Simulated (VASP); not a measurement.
A convergence study with VASP on Ir (fcc): one setting is varied, all else stays as given below, so the limit is that of these other settings. Each run relaxes cell and ions from the cell shown. The basis is that of the starting cell, so low cut-offs carry a Pulay error.

```
CELL_PARAMETERS angstrom
      0.00000     1.92000     1.92000
      1.92000     0.00000     1.92000
      1.92000     1.92000     0.00000
ATOMIC_POSITIONS crystal
  Ir 0.00000 0.00000 0.00000
```

These are PBE GGA, VASP's PBE PAW potentials (set 64) (plane waves; VASP) values and carry that method's errors. The tightest run used: 700 eV cut-off, 14×14×14 Γ-centred mesh, first-order Methfessel-Paxton smearing of 0.10 eV, potentials Ir.

| setting | relaxed volume (Å³/atom) | E (eV/atom) | plane waves |
|---|---|---|---|
| ENCUT = 200 | 14.162 | -8.8117 | 99 |
| ENCUT = 250 | 14.515 | -8.8450 | 138 |
| ENCUT = 300 | 14.488 | -8.8371 | 174 |

Problem. These are the cheaper rows. Estimate the results at ENCUT = 700, and how far the last row shown lies from them.

Solution. 
```
quantity                  tightest run  last row shown is off by
------------------------  ------------  ------------------------
relaxed volume (Å³/atom)        14.528                    -0.040
E (eV/atom)                    -8.8390                    0.0019
```

Left out are rungs that failed or repeat a setting and relaxations that didn't move; long series are thinned to 24 rows.

The compound is Ir in the fcc structure.
